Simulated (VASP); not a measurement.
Computed with G0W0 on PBE orbitals, VASP's PBE PAW potentials (set 64) (plane waves; VASP).

VASP input:

**KPOINTS**
```
Automatic mesh
0
Gamma
6 6 4
0 0 0
```

**INCAR**
```
# general
SYSTEM      = BN
PREC        = Normal
ENCUT       = 500
LREAL       = F
LASPH       = T
NBANDS      = 192

# electronic loop
ALGO        = EVGW0

# smearing
ISMEAR      = 0
SIGMA       = 0.01

# functional
GGA         = PE

# output
LWAVE       = T
LCHARG      = F

# other
ENCUTGW     = 180
NELMGW      = 1
NOMEGA      = 64
NBANDSGW    = 18
LSPECTRALGW = T
```

POSCAR:
```
BN
1
    1.2750000000    -2.2083650000     0.0000000000
    1.2750000000     2.2083650000     0.0000000000
    0.0000000000     0.0000000000     4.2200000000
B N
2 2
Direct
  0.6666670000   0.3333330000   0.5000000000
  0.3333330000   0.6666670000   0.0000000000
  0.6666670000   0.3333330000   0.8750000000
  0.3333330000   0.6666670000   0.3750000000
```

POTCAR, in this order: B_GW N_GW_new (PBE.64 set). Program: vasp_std. Read from the step before: W*.

The resulting files:

File OSZICAR:
```
energies w=
    0.000    0.000    0.842    0.000    1.682    0.000    2.519    0.000
    3.349    0.000    4.173    0.000    4.988    0.000    5.795    0.000
    6.590    0.000    7.376    0.000    8.150    0.000    8.913    0.000
    9.667    0.000   10.409    0.000   11.143    0.000   11.868    0.000
   12.586    0.000   13.297    0.000   14.003    0.000   14.705    0.000
   15.404    0.000   16.102    0.000   16.800    0.000   17.501    0.000
   18.205    0.000   18.915    0.000   19.632    0.000   20.359    0.000
   21.098    0.000   21.851    0.000   22.621    0.000   23.411    0.000
   24.224    0.000   25.062    0.000   25.932    0.000   26.835    0.000
   27.778    0.000   28.766    0.000   29.805    0.000   30.902    0.000
   32.066    0.000   33.307    0.000   34.636    0.000   36.065    0.000
   37.613    0.000   39.296    0.000   41.141    0.000   43.173    0.000
   45.428    0.000   47.952    0.000   50.798    0.000   54.037    0.000
   57.764    0.000   62.100    0.000   67.212    0.000   73.333    0.000
   80.796    0.000   90.093    0.000  101.989    0.000  117.738    0.000
  139.544    0.000  171.680    0.000  223.650    0.000  321.749    0.000
NQ=   1    0.0000    0.0000    0.0000,
 performed        569000 updates of chi_q(r,r)
NQ=   2    0.1667    0.0000    0.0000,
 performed       1615000 updates of chi_q(r,r)
NQ=   3    0.3333   -0.0000    0.0000,
 performed       2661000 updates of chi_q(r,r)
NQ=   4    0.5000    0.0000    0.0000,
 performed       3458000 updates of chi_q(r,r)
NQ=   5    0.1667    0.1667    0.0000,
 performed       4545000 updates of chi_q(r,r)
NQ=   6    0.3333    0.1667    0.0000,
 performed       5798000 updates of chi_q(r,r)
NQ=   7    0.3333    0.3333    0.0000,
 performed       6484000 updates of chi_q(r,r)
NQ=   8    0.0000    0.0000    0.2500,
 performed       7101000 updates of chi_q(r,r)
NQ=   9    0.1667    0.0000    0.2500,
 performed       8271000 updates of chi_q(r,r)
NQ=  10    0.3333   -0.0000    0.2500,
 performed       9441000 updates of chi_q(r,r)
NQ=  11    0.5000    0.0000    0.2500,
 performed      10362000 updates of chi_q(r,r)
NQ=  12    0.1667    0.1667    0.2500,
 performed      11615000 updates of chi_q(r,r)
NQ=  13    0.3333    0.1667    0.2500,
 performed      13034000 updates of chi_q(r,r)
NQ=  14    0.3333    0.3333    0.2500,
 performed      13789000 updates of chi_q(r,r)
NQ=  15    0.0000    0.0000    0.5000,
 performed      14358000 updates of chi_q(r,r)
NQ=  16    0.1667    0.0000    0.5000,
 performed      15404000 updates of chi_q(r,r)
NQ=  17    0.3333   -0.0000    0.5000,
 performed      16450000 updates of chi_q(r,r)
NQ=  18    0.5000    0.0000    0.5000,
 performed      17247000 updates of chi_q(r,r)
NQ=  19    0.1667    0.1667    0.5000,
 performed      18334000 updates of chi_q(r,r)
NQ=  20    0.3333    0.1667    0.5000,
 performed      19587000 updates of chi_q(r,r)
NQ=  21    0.3333    0.3333    0.5000,
 performed      20273000 updates of chi_q(r,r)
 resolving degeneracies of screened two electron integrals
```

File OUTCAR:
```


 k-point   1 :       0.0000    0.0000    0.0000
  band No.  KS-energies  QP-energies   sigma(KS)   V_xc(KS)     V^pw_x(r,r')   Z            occupation Imag(sigma)

      1     -11.5639     -13.6075     -18.0997     -15.4820     -26.4812       0.7807       2.0000       1.4196
      2      -7.4395      -9.1428     -19.0583     -16.8286     -26.7403       0.7639       2.0000       0.8795
      3      -2.0844      -3.7719     -16.6521     -14.4355     -21.6288       0.7613       2.0000       0.2317
      4       6.6658       5.4756     -18.8323     -17.3742     -21.6060       0.8163       2.0000       0.0722
      5       6.6658       5.4756     -18.8323     -17.3742     -21.6060       0.8163       2.0000       0.0722
      6       8.5301       7.5260     -19.3859     -18.1647     -21.6783       0.8222       2.0000       0.0606
      7       8.7716       7.7738     -19.5962     -18.3819     -21.9772       0.8218       2.0000       0.0619
      8       8.7716       7.7738     -19.5962     -18.3819     -21.9772       0.8218       2.0000       0.0619
      9      17.1371      18.3030     -12.1171     -13.5155      -6.8297       0.8338       0.0000      -0.0791
     10      17.1371      18.3030     -12.1171     -13.5155      -6.8297       0.8338       0.0000      -0.0791
     11      17.3172      18.4756     -12.5176     -13.9130      -7.1781       0.8302       0.0000      -0.0808
     12      18.2507      19.1987     -13.4464     -14.5960      -7.9328       0.8247       0.0000      -0.0866
     13      19.4896      20.5474     -14.0068     -15.3036      -8.1975       0.8157       0.0000      -0.0984
     14      20.6372      22.0278     -12.9482     -14.6488      -6.9878       0.8177       0.0000      -0.1023
     15      20.6372      22.0278     -12.9482     -14.6488      -6.9878       0.8177       0.0000      -0.1023
     16      24.9282      26.2952     -14.6868     -16.4526      -7.3941       0.7742       0.0000      -0.1937
     17      30.3042      31.1583     -11.4013     -12.4234      -5.2842       0.8356       0.0000      -0.2656
     18      30.3042      31.1583     -11.4013     -12.4234      -5.2842       0.8356       0.0000      -0.2656

 k-point   2 :       0.1667    0.0000    0.0000
  band No.  KS-energies  QP-energies   sigma(KS)   V_xc(KS)     V^pw_x(r,r')   Z            occupation Imag(sigma)

      1     -10.9666     -12.9570     -18.1299     -15.5862     -26.4075       0.7825       2.0000       1.3437
      2      -6.9939      -8.6667     -19.1719     -16.9646     -26.7451       0.7578       2.0000       0.8094
      3      -1.4927      -3.1716     -16.7357     -14.5472     -21.5178       0.7671       2.0000       0.2049
      4       4.3166       2.9130     -18.1768     -16.4386     -21.4590       0.8075       2.0000       0.0920
      5       5.7246       4.4625     -18.4837     -16.9320     -21.4375       0.8134       2.0000       0.0786
      6       6.7867       5.5855     -19.0871     -17.6142     -21.8962       0.8155       2.0000       0.0734
      7       7.9354       6.8802     -19.0912     -17.8065     -21.4832       0.8213       2.0000       0.0632
      8       8.1810       7.1294     -19.3288     -18.0468     -21.8107       0.8203       2.0000       0.0644
      9      16.4776      17.4317     -12.1768     -13.3173      -7.0350       0.8366       0.0000      -0.0763
     10      17.9512      19.1644     -12.6540     -14.1203      -7.1793       0.8273       0.0000      -0.0848
     11      18.1637      19.4091     -12.4197     -13.9243      -6.8943       0.8278       0.0000      -0.0869
     12      19.6119      20.7244     -13.2039     -14.5630      -7.3505       0.8184       0.0000      -0.0989
     13      20.5283      21.7685     -14.0095     -15.5366      -8.0522       0.8121       0.0000      -0.1039
     14      21.6884      22.9779     -14.0580     -15.6610      -7.8089       0.8045       0.0000      -0.1190
     15      22.2203      23.6891     -13.3716     -15.1961      -6.9867       0.8050       0.0000      -0.1233
     16      24.0482      25.2258     -13.5192     -14.9979      -6.9031       0.7963       0.0000      -0.1543
     17      26.2069      27.1045     -11.7370     -12.8362      -5.5026       0.8166       0.0000      -0.1701
     18      29.6092      30.3759     -11.1660     -12.0821      -5.1309       0.8369       0.0000      -0.2599

 k-point   3 :       0.3333   -0.0000    0.0000
  band No.  KS-energies  QP-energies   sigma(KS)   V_xc(KS)     V^pw_x(r,r')   Z            occupation Imag(sigma)

      1      -9.2780     -11.1099     -18.3373     -15.9651     -26.2956       0.7722       2.0000       1.1031
      2      -6.0428      -7.6617     -19.4949     -17.3423     -26.8474       0.7521       2.0000       0.6814
      3       0.1460      -1.4651     -16.9460     -14.8854     -21.1938       0.7818       2.0000       0.1532
      4       0.6061      -1.0664     -17.5055     -15.3683     -21.8197       0.7825       2.0000       0.1479
      5       3.2625       1.7581     -18.4827     -16.5997     -22.2226       0.7990       2.0000       0.1085
      6       4.3628       2.9964     -18.1746     -16.4836     -21.4521       0.8081       2.0000       0.0904
      7       6.1743       4.9657     -18.2628     -16.7823     -20.9564       0.8163       2.0000       0.0728
      8       7.1229       5.9755     -18.9796     -17.5765     -21.6812       0.8177       2.0000       0.0700
      9      15.7345      16.5014     -12.1055     -13.0181      -7.1451       0.8404       0.0000      -0.0721
     10      17.6076      18.6054     -12.7045     -13.9042      -7.4282       0.8317       0.0000      -0.0825
     11      19.2555      20.5142     -12.5078     -14.0342      -6.7953       0.8246       0.0000      -0.0944
     12      20.1742      21.3753     -13.3728     -14.8504      -7.3307       0.8129       0.0000      -0.1067
     13      20.6999      21.7709     -12.5873     -13.8899      -6.7646       0.8222       0.0000      -0.1015
     14      24.0016      25.2912     -14.1912     -15.8174      -7.4910       0.7931       0.0000      -0.1531
     15      24.4895      25.9635     -14.4622     -16.3607      -7.2134       0.7764       0.0000      -0.1818
     16      25.1309      26.6897     -14.0077     -16.0137      -6.6855       0.7771       0.0000      -0.1919
     17      26.1938      27.2761     -12.8845     -14.2343      -6.2754       0.8018       0.0000      -0.1802
     18      29.8014      30.7823     -11.8972     -13.1230      -4.7635       0.8003       0.0000      -0.3492

 k-point   4 :       0.5000    0.0000    0.0000
  band No.  KS-energies  QP-energies   sigma(KS)   V_xc(KS)     V^pw_x(r,r')   Z            occupation Imag(sigma)

      1      -7.4935      -9.2023     -18.9888     -16.7407     -26.6481       0.7601       2.0000       0.8694
      2      -6.2155      -7.8311     -19.0506     -16.8996     -26.3108       0.7511       2.0000       0.6815
      3      -0.6753      -2.3454     -17.5211     -15.3550     -22.2676       0.7710       2.0000       0.1839
      4       0.9982      -0.6515     -17.8225     -15.7198     -22.1088       0.7845       2.0000       0.1418
      5       1.9062       0.3218     -17.6556     -15.6582     -21.5562       0.7932       2.0000       0.1228
      6       3.8195       2.4154     -18.0881     -16.3439     -21.5035       0.8050       2.0000       0.0957
      7       4.4067       3.0688     -17.3857     -15.7379     -20.3550       0.8119       2.0000       0.0862
      8       6.6631       5.4757     -18.8708     -17.4158     -21.6779       0.8161       2.0000       0.0727
      9      15.4743      16.1663     -11.8307     -12.6509      -6.8898       0.8437       0.0000      -0.0712
     10      16.7381      17.6150     -13.0780     -14.1286      -8.1139       0.8347       0.0000      -0.0755
     11      19.3898      20.6062     -12.4070     -13.8793      -6.7283       0.8262       0.0000      -0.0938
     12      20.2215      21.2285     -12.8639     -14.0871      -7.1346       0.8233       0.0000      -0.0970
     13      21.6065      22.9248     -12.7296     -14.3652      -6.3064       0.8060       0.0000      -0.1247
     14      23.1839      24.5996     -14.3441     -16.1423      -7.4693       0.7872       0.0000      -0.1517
     15      25.1842      26.4736     -14.3829     -16.0216      -7.4397       0.7869       0.0000      -0.1778
     16      26.5343      28.1166     -14.3127     -16.3826      -6.4775       0.7644       0.0000      -0.2499
     17      28.5686      29.7130     -13.4336     -14.8928      -6.1007       0.7842       0.0000      -0.2781
     18      30.6968      31.8446     -12.7525     -14.2043      -5.2135       0.7906       0.0000      -0.4113

 k-point   5 :       0.1667    0.1667    0.0000
  band No.  KS-energies  QP-energies   sigma(KS)   V_xc(KS)     V^pw_x(r,r')   Z            occupation Imag(sigma)

      1      -9.8171     -11.6935     -18.2434     -15.8241     -26.3074       0.7756       2.0000       1.1814
      2      -6.2575      -7.8872     -19.4155     -17.2470     -26.8177       0.7515       2.0000       0.7069
      3      -0.3592      -2.0069     -16.9203     -14.7962     -21.3492       0.7757       2.0000       0.1666
      4       2.1954       0.6171     -17.8499     -15.8645     -21.7224       0.7950       2.0000       0.1192
      5       3.1282       1.6808     -17.8416     -16.0365     -21.3842       0.8018       2.0000       0.1047
      6       5.1459       3.7872     -18.6939     -17.0146     -21.9021       0.8091       2.0000       0.0863
      7       6.5932       5.3989     -18.6818     -17.2188     -21.4431       0.8164       2.0000       0.0730
      8       6.8456       5.6920     -18.6498     -17.2395     -21.2546       0.8181       2.0000       0.0692
      9      17.1583      18.1529     -12.2061     -13.3981      -6.9867       0.8344       0.0000      -0.0797
     10      17.7105      18.6957     -12.5071     -13.6928      -7.1597       0.8309       0.0000      -0.0844
     11      19.0191      20.2969     -13.0045     -14.5606      -7.2753       0.8212       0.0000      -0.0938
     12      20.2883      21.4159     -12.8960     -14.2798      -6.8306       0.8149       0.0000      -0.1086
     13      21.6491      22.8973     -14.1898     -15.7414      -7.9349       0.8044       0.0000      -0.1178
     14      22.0668      23.3696     -13.4827     -15.0901      -7.3414       0.8105       0.0000      -0.1151
     15      24.2097      25.5914     -14.2338     -15.9940      -7.2751       0.7850       0.0000      -0.1673
     16      24.5721      25.8903     -13.6015     -15.2634      -6.8506       0.7931       0.0000      -0.1637
     17      25.7894      26.8860     -12.0588     -13.4119      -5.6739       0.8105       0.0000      -0.1623
...
```
(Selected blocks of OUTCAR.)

The mesh is coarse and the basis finite, so the quasiparticle values are not converged.

The compound is BN in the wurtzite structure, a metastable high-pressure form. The cell was not relaxed at this level. The k-mesh is coarse (spacing up to 0.47 per Å, 2π included), so the numbers may not be converged in it.
